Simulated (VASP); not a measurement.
Consider the following.

```
Au
1.0
    0.00000     2.11693     2.11693
    2.11693     0.00000     2.11693
    2.11693     2.11693     0.00000
Au
1
Direct
  0.00000   0.00000   0.00000
```

Method: PBE GGA, VASP's PBE PAW potentials (set 64) (plane waves; VASP 6.6.1). Settings: 300 eV cut-off, 13×13×13 Γ-centred mesh, Gaussian smearing of 0.14 eV, potentials Au.

**Question.** Give the energies of bands 1 to 7 at the high-symmetry points, in eV from the Fermi level.

**Answer.** 
| band | Γ | X | U | L | W |
|---|---|---|---|---|---|
| 1 | -8.91 | -6.26 | -5.75 | -6.52 | -5.31 |
| 2 | -4.28 | -6.00 | -5.21 | -4.31 | -4.64 |
| 3 | -4.28 | -2.08 | -3.52 | -4.31 | -4.64 |
| 4 | -4.28 | -1.77 | -2.78 | -2.04 | -3.13 |
| 5 | -3.03 | -1.77 | -2.14 | -2.04 | -1.77 |
| 6 | -3.03 | 1.18 | 3.35 | -0.60 | 4.02 |
| 7 | 14.48 | 4.81 | 4.29 | 2.40 | 5.84 |

It has no gap at this level: it comes out as a metal or semimetal.

The structure comes from a computed database's Au entry; how it stands against other phases isn't given here. The cell was not relaxed at this level.
